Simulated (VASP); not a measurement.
All values below come from optB88-vdW, VASP's PBE PAW potentials (set 64) (plane waves; VASP).

A VASP calculation is set up with these files.

INCAR:
```
AGGAC  =  0.0
ALGO  =  Normal
EDIFF  =  1E-6
EDIFFG  =  -0.02
ENCUT  =  520
GGA  =  BO
IBRION  =  2
ISIF  =  3
ISMEAR  =  0
LASPH  =  T
LCHARG  =  F
LMAXMIX  =  6
LREAL  =  F
LUSE_VDW  =  T
LWAVE  =  F
NELM  =  100
NSW  =  60
PARAM1  =  0.1833333333
PARAM2  =  0.22
PREC  =  Accurate
SIGMA  =  0.05
SYSTEM  =  La2O3
```

**POSCAR**
```
La2O3
1.0
  1.9491290206  -3.3759904061   0.0000000000
  1.9491290206   3.3759904061   0.0000000000
  0.0000000000   0.0000000000   6.0579462875
La O
2 3
Cart
  1.9491290206   1.1253323860   1.4882730429
  1.9491290206  -1.1253323860   4.5696732446
  0.0000000000   0.0000000000   0.0000000000
  1.9491290206   1.1253323860   3.9131135252
  1.9491290206  -1.1253323860   2.1448327623
```

### KPOINTS
```
Automatic mesh
0
Gamma
  6 6 4
```

POTCAR, in this order: La O (PBE.64 set). Program: vasp_std.

Energy and stress use the plane-wave basis of the starting cell.

Task: What does the run give for the energy per atom (σ→0), volume per atom, band gap (on the k-mesh)?

Result: 
| Item | Result |
|---|---|
| energy per atom (σ→0) | -6.645 eV/atom |
| band gap (on the k-mesh) | 3.86 eV |
| volume per atom | 16.44 Å³/atom |

File OSZICAR:
```
...
DAV:   2    -0.332268422563E+02    0.37780E-03   -0.96914E-03  1912   0.714E-01    0.911E-02
DAV:   3    -0.332267095006E+02    0.13276E-03   -0.10703E-03  2256   0.358E-01    0.455E-02
DAV:   4    -0.332266829536E+02    0.26547E-04   -0.17000E-04  2248   0.125E-01    0.202E-02
DAV:   5    -0.332266886158E+02   -0.56621E-05   -0.61897E-05  2232   0.569E-02    0.125E-02
DAV:   6    -0.332266880613E+02    0.55446E-06   -0.16555E-05  1888   0.313E-02    0.655E-03
DAV:   7    -0.332266892968E+02   -0.12355E-05   -0.63306E-06  1640   0.237E-02    0.516E-03
DAV:   8    -0.332266887724E+02    0.52448E-06   -0.26185E-06  1088   0.181E-02
   4 F= -.33226689E+02 E0= -.33226689E+02  d E =-.816786E-03
```

The compound is La2O3 in the a-type structure. This run relaxes it. Symmetry was kept, so distortions that lower it aren't found. The start is the result of an earlier pass.
